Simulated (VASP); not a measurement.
Write the native input for VASP 6.6.1 that does the following.

- Task: single point
- Functional: PBE
- Potentials or basis: VASP PAW PBE potentials, release 64 (Zn, Pt, C, N)
- Cutoff: 520 eV
- k mesh: 4 × 4 × 4
- Occupations: fermi-dirac, width 0.1 eV
- Spin: no spin polarisation
- Dipole correction: no
- Further INCAR settings: ALGO = Fast; EDIFF = 1e-07; NBANDS = 51

The structure of ZnPtC6N6 lies in POSCAR:

```
ZnPtC6N6
1.0
    0.0000000000      5.2552000000      5.2552000000
    5.2552000000      0.0000000000      5.2552000000
    5.2552000000      5.2552000000      0.0000000000
Zn Pt C N
1 1 6 6
Direct
    0.5000000000      0.5000000000      0.5000000000
    0.0000000000      0.0000000000      0.0000000000
    0.1930000000      0.1930000000      0.8070000000
    0.8070000000      0.8070000000      0.1930000000
    0.8070000000      0.1930000000      0.1930000000
    0.1930000000      0.8070000000      0.8070000000
    0.1930000000      0.8070000000      0.1930000000
    0.8070000000      0.1930000000      0.8070000000
    0.2969000000      0.2969000000      0.7031000000
    0.7031000000      0.7031000000      0.2969000000
    0.7031000000      0.2969000000      0.2969000000
    0.2969000000      0.7031000000      0.7031000000
    0.2969000000      0.7031000000      0.2969000000
    0.7031000000      0.2969000000      0.7031000000
```

One way to write it, as run:

INCAR

```
PREC = Accurate ; ENCUT = 520
EDIFF = 1E-7 ; ISMEAR = -1
SIGMA = 0.1 ; LREAL = False
LASPH = True ; NELM = 100
ALGO = Fast ; ISIF = 2
LWAVE = False ; LCHARG = False
GGA = PE ; NBANDS = 51
```

KPOINTS

```
regular mesh
0
Gamma
  4 4 4
```

Potentials or basis: VASP PAW PBE potentials, release 64 (Zn, Pt, C, N).

Command:

```bash
$ cat potpaw_PBE.64/Zn/POTCAR potpaw_PBE.64/Pt/POTCAR potpaw_PBE.64/C/POTCAR potpaw_PBE.64/N/POTCAR > POTCAR
$ mpirun -np 1 vasp_std > vasp.out
```

Results of the run:

The pressure is 12.4 GPa. The largest force is 10.766 eV/Å and the band gap on the k mesh is 5.08 eV, indirect (least direct gap 5.20 eV).

Caveat: the standard files for N, O and F lose accuracy on very short bonds; spin-orbit coupling is left out, which moves the levels of the heavy elements; forces of over 1 eV/Å show positions far from the minimum, so gaps and moduli don't describe the material at rest.

Wall time 4.2 min on 1 thread of Intel(R) Xeon(R) Platinum 8259CL CPU @ 2.50GHz (Skylake/Cascade Lake) (shared host), peak memory 0.5 GiB.
